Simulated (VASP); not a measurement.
# GaGe7 (P-43m) in VASP: a series of runs, part 2 of 2

VASP 6.6.1.

### Step 3. Relaxation of cell and atoms, LDA

This run uses another cell than the first one, of 22.50 Å³/atom, 0.931 times its volume.

File INCAR:

```
PREC = Accurate
ENCUT = 600
EDIFF = 1E-7
ISMEAR = 0
SIGMA = 0.05
LREAL = False
LASPH = True
NELM = 60
ALGO = Fast
ISIF = 3
LWAVE = False
LCHARG = False
GGA = CA
IBRION = 2
NSW = 60
EDIFFG = -0.02
```

File KPOINTS:

```
Automatic mesh
0
Gamma
  7 7 7
```

File POSCAR:

```
GaGe7
1.0
    5.6460000000      0.0000000000      0.0000000000
    0.0000000000      5.6460000000      0.0000000000
    0.0000000000      0.0000000000      5.6460000000
Ga Ge
1 7
Direct
    0.0000000000      0.0000000000      0.0000000000
    0.0000000000      0.5000000000      0.5000000000
    0.5000000000      0.0000000000      0.5000000000
    0.5000000000      0.5000000000      0.0000000000
    0.2500000000      0.2500000000      0.2500000000
    0.2500000000      0.7500000000      0.7500000000
    0.7500000000      0.2500000000      0.7500000000
    0.7500000000      0.7500000000      0.2500000000
```

Potentials or basis: VASP PAW LDA potentials, release 64 (Ga_d, Ge_d).

Command:

```console
> cat potpaw_LDA.64/Ga_d/POTCAR potpaw_LDA.64/Ge_d/POTCAR > POTCAR
> mpirun -np 1 vasp_std > vasp.out
```

Wall time 9.1 min (1 thread of Intel Xeon 6975P-C (Granite Rapids), shared host); peak memory 0.4 GiB.

It converged, with:

| Property | Result |
| --- | --- |
| Free energy | -39.6846 eV |
| Relaxed volume | 22.25 Å³/atom |
| Relaxed cell | a = 5.625 Å, b = 5.625 Å, c = 5.625 Å, α = 90.00°, β = 90.00°, γ = 90.00° |
| Space group after relaxing (to 0.05 Å) | P-43m (No. 215) |
| Energy gained by relaxing | 1.9 meV/atom |
| Ionic steps | 4 |
| Pressure after relaxing | 0.1 GPa |
| Band gap on the k mesh | none (metal or under the smearing width) |

Step by step:
```tsv
step	energy change (eV)	largest force (eV/Å)	pressure (GPa)	volume (Å³)
1	0.0000	0.2554	-0.69	179.98
2	-0.0126	0.1102	0.26	177.46
3	-0.0126	0.1005	0.33	177.30
4	-0.0149	0.0034	0.08	178.00
```

Final structure:
```
Ga Ge
1.0
     5.62528    0.00000    0.00000
     0.00000    5.62528    0.00000
     0.00000    0.00000    5.62528
Ga Ge
1 7
Direct
  0.00000 0.00000 0.00000
  0.00000 0.50000 0.50000
  0.50000 0.00000 0.50000
  0.50000 0.50000 0.00000
  0.24790 0.24790 0.24790
  0.24790 0.75210 0.75210
  0.75210 0.24790 0.75210
  0.75210 0.75210 0.24790
```

Levels at points of the mesh, in eV from the Fermi level:
```tsv
k point	band 52	band 53	band 54	band 55	band 56	band 57	band 58	band 59	band 60	band 61
(0.00, 0.00, 0.00)	-1.95	-1.95	1.03	1.03	1.03	1.03	1.46	1.46	1.62	1.62
```

### Step 4. Relaxation of cell and atoms, PBEsol

This run uses another cell than the first one, of 22.88 Å³/atom, 0.947 times its volume.

File INCAR:

```
SYSTEM = GaGe7
PREC = Accurate ; ENCUT = 600
EDIFF = 1E-7 ; ISMEAR = 0
SIGMA = 0.05 ; LREAL = .False.
LASPH = .True. ; NELM = 100
ALGO = Normal ; ISIF = 3
LWAVE = .False. ; LCHARG = .False.
GGA = PS ; IBRION = 2
NSW = 60 ; EDIFFG = -0.02
```

File KPOINTS:

```
Automatic mesh
0
Gamma
  7 7 7
  0 0 0
```

POSCAR, as its differences from that of step 3:

```diff
@@ -2,5 +2,5 @@
 1.0
-    5.6460000000      0.0000000000      0.0000000000
-    0.0000000000      5.6460000000      0.0000000000
-    0.0000000000      0.0000000000      5.6460000000
+    5.6780000000      0.0000000000      0.0000000000
+    0.0000000000      5.6780000000      0.0000000000
+    0.0000000000      0.0000000000      5.6780000000
 Ga Ge
```

Potentials or basis: VASP PAW PBE potentials, release 64 (Ga_d, Ge_d).

Command:

```console
> cat potpaw_PBE.64/Ga_d/POTCAR potpaw_PBE.64/Ge_d/POTCAR > POTCAR
> mpirun -np 1 vasp_std > vasp.out
```

Wall time 13 min (1 thread of Intel Xeon Platinum 8488C (Sapphire Rapids), shared host); peak memory 0.48 GiB.

It converged, with:

```yaml
Free_energy: -37.5989 eV
Relaxed_volume: 22.89 Å³/atom
Relaxed_cell: a = 5.678 Å, b = 5.678 Å, c = 5.678 Å, α = 90.00°, β = 90.00°, γ = 90.00°
Space_group_after_relaxing_to_0.05_Å: P-43m (No. 215)
Energy_gained_by_relaxing: 1.1 meV/atom
Ionic_steps: 3
Pressure_after_relaxing: 0.0 GPa
Band_gap_on_the_k_mesh: none (metal or under the smearing width)
```

The path:
| step | energy change (eV) | largest force (eV/Å) | pressure (GPa) | volume (Å³) |
| --- | --- | --- | --- | --- |
| 1 | 0.0000 | 0.2311 | 0.00 | 183.06 |
| 2 | -0.0074 | 0.0980 | -0.03 | 183.07 |
| 3 | -0.0090 | 0.0034 | -0.05 | 183.09 |

Final structure:
```cif
data_structure
_symmetry_space_group_name_H-M 'P 1'
_symmetry_Int_Tables_number 1
_cell_length_a 5.6783
_cell_length_b 5.6783
_cell_length_c 5.6783
_cell_angle_alpha 90.000
_cell_angle_beta 90.000
_cell_angle_gamma 90.000
_cell_volume 183.09
loop_
_atom_site_label
_atom_site_type_symbol
_atom_site_fract_x
_atom_site_fract_y
_atom_site_fract_z
_atom_site_occupancy
Ga1 Ga 0.00000 0.00000 0.00000 1
Ge1 Ge 0.00000 0.50000 0.50000 1
Ge2 Ge 0.50000 0.00000 0.50000 1
Ge3 Ge 0.50000 0.50000 0.00000 1
Ge4 Ge 0.24807 0.24807 0.24807 1
Ge5 Ge 0.24807 0.75193 0.75193 1
Ge6 Ge 0.75193 0.24807 0.75193 1
Ge7 Ge 0.75193 0.75193 0.24807 1
```

Levels at points of the mesh, in eV from the Fermi level:
```csv
k point,band 52,band 53,band 54,band 55,band 56,band 57,band 58,band 59,band 60,band 61
"(0.00, 0.00, 0.00)",-1.90,-1.90,0.91,1.00,1.00,1.00,1.46,1.46,1.62,1.62
```

Caveat: the PAW data sets were made with another functional, which shifts forces and pressure a little.

### Step 5. Relaxation of cell and atoms, PBEsol

This run uses another cell than the first one, of 22.88 Å³/atom, 0.947 times its volume.

INCAR, as its differences from that of step 4:

```diff
@@ -9 +9,2 @@
 NSW = 60 ; EDIFFG = -0.02
+LATTICE_CONSTRAINTS = .FALSE. .FALSE. .TRUE.
```

KPOINTS is that of step 4.

POSCAR is that of step 4.

Command:

```console
> cat potpaw_PBE.64/Ga_d/POTCAR potpaw_PBE.64/Ge_d/POTCAR > POTCAR
> mpirun -np 1 vasp_std > vasp.out
```

Run time: 15 min. Hardware: 1 thread of Intel Xeon Platinum 8488C (Sapphire Rapids), shared host; peak memory 0.47 GiB.

It converged, with:

| Item | Value |
| --- | --- |
| Free energy | -37.5992 eV |
| Energy gained by relaxing | 1.2 meV/atom |
| Ionic steps | 4 |
| Pressure after relaxing | 0.0 GPa |
| Band gap on the k mesh | none (metal or under the smearing width) |

The path:
```
step  energy change (eV)  largest force (eV/Å)  pressure (GPa)  volume (Å³)
   1              0.0000                0.2311            0.00       183.06
   2             -0.0075                0.0981           -0.03       183.06
   3             -0.0091                0.0214           -0.04       183.07
   4             -0.0092                0.0004           -0.04       183.07
```

Final structure:
```
Ga Ge
1.0
     5.67800    0.00000    0.00000
     0.00000    5.67800    0.00000
     0.00000    0.00000    5.67831
Ga Ge
1 7
Direct
  0.00000 0.00000 0.00000
  0.00000 0.50000 0.50000
  0.50000 0.00000 0.50000
  0.50000 0.50000 0.00000
  0.24804 0.24804 0.24804
  0.24804 0.75196 0.75196
  0.75196 0.24804 0.75196
  0.75196 0.75196 0.24804
```

Levels at points of the mesh, in eV from the Fermi level:
```
           k point  band 54  band 55  band 56  band 57  band 58  band 59
(0.00, 0.00, 0.00)     0.91     1.00     1.00     1.00     1.46     1.46
```

Caveat: the PAW data sets were made with another functional, which shifts forces and pressure a little.

### Step 6. Relaxation of cell and atoms, r2SCAN

This run uses another cell than the first one, of 22.91 Å³/atom, 0.948 times its volume.

File INCAR:

```
  ALGO = Normal
  EDIFF = 1E-6
  EDIFFG = -0.005
  ENCUT = 600
  IBRION = 2
  ISIF = 3
  ISMEAR = 0
  LASPH = T
  LCHARG = F
  LMIXTAU = T
  LREAL = F
  LWAVE = F
  METAGGA = R2SCAN
  NELM = 100
  NSW = 40
  PREC = Accurate
  SIGMA = 0.05
```

File KPOINTS:

```
k-points
0
Gamma
  7 7 7
```

POSCAR, as its differences from that of step 5:

```diff
@@ -2,5 +2,5 @@
 1.0
-    5.6780000000      0.0000000000      0.0000000000
-    0.0000000000      5.6780000000      0.0000000000
-    0.0000000000      0.0000000000      5.6780000000
+    5.6800000000      0.0000000000      0.0000000000
+    0.0000000000      5.6800000000      0.0000000000
+    0.0000000000      0.0000000000      5.6800000000
 Ga Ge
```

Potentials or basis: VASP PAW PBE potentials, release 64 (Ga_d, Ge_d).

Command:

```console
> cat potpaw_PBE.64/Ga_d/POTCAR potpaw_PBE.64/Ge_d/POTCAR > POTCAR
> mpirun -np 1 vasp_std > vasp.out
```

It took 76 min on 1 thread of AMD EPYC 7R13 (Zen 3), shared host; peak memory 0.5 GiB.

The run converged. Its results:

- Free energy: -108.2518 eV
- Relaxed volume: 22.94 Å³/atom
- Relaxed cell: a = 5.683 Å, b = 5.683 Å, c = 5.683 Å, α = 90.00°, β = 90.00°, γ = 90.00°
- Space group after relaxing (to 0.05 Å): P-43m (No. 215)
- Energy gained by relaxing: 1.0 meV/atom
- Ionic steps: 5
- Pressure after relaxing: 0.0 GPa
- Band gap on the k mesh: none (metal or under the smearing width)

The path:
```tsv
step	energy change (eV)	largest force (eV/Å)	pressure (GPa)	volume (Å³)
1	0.0000	0.2235	0.16	183.25
2	-0.0067	0.0785	-0.06	183.87
3	-0.0073	0.0113	-0.17	184.15
4	-0.0073	0.0189	-0.16	184.13
5	-0.0077	0.0018	0.03	183.51
```

Final structure:
```cif
data_structure
_symmetry_space_group_name_H-M 'P 1'
_symmetry_Int_Tables_number 1
_cell_length_a 5.6827
_cell_length_b 5.6827
_cell_length_c 5.6827
_cell_angle_alpha 90.000
_cell_angle_beta 90.000
_cell_angle_gamma 90.000
_cell_volume 183.51
loop_
_atom_site_label
_atom_site_type_symbol
_atom_site_fract_x
_atom_site_fract_y
_atom_site_fract_z
_atom_site_occupancy
Ga1 Ga 0.00000 0.00000 0.00000 1
Ge1 Ge 0.00000 0.50000 0.50000 1
Ge2 Ge 0.50000 0.00000 0.50000 1
Ge3 Ge 0.50000 0.50000 0.00000 1
Ge4 Ge 0.24828 0.24828 0.24828 1
Ge5 Ge 0.24828 0.75172 0.75172 1
Ge6 Ge 0.75172 0.24828 0.75172 1
Ge7 Ge 0.75172 0.75172 0.24828 1
```

Levels at points of the mesh, in eV from the Fermi level:
| k point | band 53 | band 54 | band 55 | band 56 | band 57 | band 58 | band 59 | band 60 |
| --- | --- | --- | --- | --- | --- | --- | --- | --- |
| (0.00, 0.00, 0.00) | -1.99 | 1.05 | 1.05 | 1.05 | 1.30 | 1.80 | 1.80 | 1.95 |

Caveat: the PAW data sets were made with another functional, which shifts forces and pressure a little.

### Step 7. The runs side by side

| level | potentials or basis | clamp | gap on the mesh (eV) | pressure (GPa) | relaxed volume (Å³/atom) |
| --- | --- | --- | --- | --- | --- |
| PBE | VASP PAW PBE potentials, release 64 (Ga_d, Ge_d) | - | none | 0.0 | 23.98 |
| LDA | VASP PAW LDA potentials, release 64 (Ga_d, Ge_d) | - | none | 0.1 | 22.25 |
| PBEsol | VASP PAW PBE potentials, release 64 (Ga_d, Ge_d) | - | none | 0.0 | 22.89 |
| PBEsol | VASP PAW PBE potentials, release 64 (Ga_d, Ge_d) | in-plane edges held | none | 0.0 | 22.88 |
| r2SCAN | VASP PAW PBE potentials, release 64 (Ga_d, Ge_d) | - | none | 0.0 | 22.94 |

Alike in all rows: task relaxation of cell and atoms; no spin polarisation; cell relaxed; k mesh 7 × 7 × 7; cutoff (eV) 600; smearing gaussian 0.05 eV.

Caveats: the PAW data sets were made with another functional, which shifts forces and pressure a little (some runs).

Total energies depend on the potentials used, so only differences within one code and one set of settings carry meaning.
